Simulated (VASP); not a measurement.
Method: PBE GGA with D3 dispersion (zero damping), VASP's PBE PAW potentials (set 64) (plane waves; VASP).

The input files of a VASP run:

File KPOINTS:
```
Automatic mesh
0
Gamma
9 9 9
0 0 0
```

### POSCAR
```
HgTe
1.0
  0.0000000000   3.2753562436   3.2753562436
  3.2753562436   0.0000000000   3.2753562436
  3.2753562436   3.2753562436   0.0000000000
Hg Te
1 1
Cartesian
  0.0000000000   0.0000000000   0.0000000000
  1.6376781218   1.6376781218   1.6376781218
```

**INCAR**
```
! general
SYSTEM =HgTe
PREC   =Accurate
ENCUT  =520
LREAL  =F
LASPH  =T

! electronic loop
EDIFF  =1E-6
NELM   =100
ALGO   =Normal
LMAXMIX=6

! smearing
ISMEAR =1
SIGMA  =0.1

! functional
GGA    =PE
IVDW   =11

! ions
IBRION =2
NSW    =60
ISIF   =3
EDIFFG =-0.01

! output
LWAVE  =F
LCHARG =F
```

POTCAR, in this order: Hg Te (PBE.64 set). Program: vasp_std.

Output

**OSZICAR**
```
       N       E                     dE             d eps       ncg     rms          rms(c)
DAV:   1     0.107363293707E+03    0.10736E+03   -0.80178E+03   910   0.118E+03
DAV:   2     0.471174629902E+00   -0.10689E+03   -0.10186E+03   990   0.266E+02
DAV:   3    -0.379608430994E+01   -0.42673E+01   -0.42045E+01  1135   0.555E+01
DAV:   4    -0.383823547493E+01   -0.42151E-01   -0.42141E-01  1221   0.502E+00
DAV:   5    -0.383841418391E+01   -0.17871E-03   -0.17871E-03  1100   0.288E-01    0.728E+00
DAV:   6    -0.363876712894E+01    0.19965E+00   -0.49157E-01  1035   0.102E+01    0.580E+00
DAV:   7    -0.363262434933E+01    0.61428E-02   -0.10677E-01  1015   0.255E+00    0.217E+00
DAV:   8    -0.363193866945E+01    0.68568E-03   -0.10831E-02   945   0.140E+00    0.580E-01
DAV:   9    -0.363197586640E+01   -0.37197E-04   -0.83307E-04  1085   0.362E-01    0.130E-01
DAV:  10    -0.363200645711E+01   -0.30591E-04   -0.95125E-05  1013   0.977E-02    0.528E-02
DAV:  11    -0.363202206486E+01   -0.15608E-04   -0.39016E-05   965   0.543E-02    0.347E-02
DAV:  12    -0.363202027609E+01    0.17888E-05   -0.49009E-06  1075   0.211E-02    0.184E-02
DAV:  13    -0.363202021020E+01    0.65896E-07   -0.42117E-07   575   0.427E-03
   1 F= -.42088670E+01 E0= -.42089645E+01  d E =-.420887E+01
```

File OUTCAR:
```
------------------------ aborting loop because EDIFF is reached ----------------------------------------
 Edisp (eV)   -0.57685
  FORCE on cell =-STRESS in cart. coord.  units (eV):
  Direction    XX          YY          ZZ          XY          YZ          ZX
  --------------------------------------------------------------------------------------
  Total      -0.01310    -0.01310    -0.01310     0.00000     0.00000     0.00000
  in kB      -0.29858    -0.29858    -0.29858     0.00000     0.00000     0.00000
  external pressure =       -0.30 kB  Pullay stress =        0.00 kB
  volume of cell :       70.28
      direct lattice vectors                 reciprocal lattice vectors
     0.000000000  3.275356244  3.275356244    -0.152655150  0.152655150  0.152655150
     3.275356244  0.000000000  3.275356244     0.152655150 -0.152655150  0.152655150
     3.275356244  3.275356244  0.000000000     0.152655150  0.152655150 -0.152655150
 POSITION                                       TOTAL-FORCE (eV/Angst)
 -----------------------------------------------------------------------------------
      0.00000      0.00000      0.00000         0.000000     -0.000000      0.000000
      1.63768      1.63768      1.63768        -0.000000      0.000000     -0.000000
 -----------------------------------------------------------------------------------
    total drift:                               -0.000000     -0.000000     -0.000000
  FREE ENERGIE OF THE ION-ELECTRON SYSTEM (eV)
  ---------------------------------------------------
  free  energy   TOTEN  =        -4.2088670320 eV

  energy  without entropy=       -4.2091594913  energy(sigma->0) =       -4.20896452

 reached required accuracy - stopping structural energy minimisation
```
(Selected blocks of OUTCAR.)

The compound is HgTe in the zinc blende structure. It was relaxed first. The start is the result of an earlier pass.
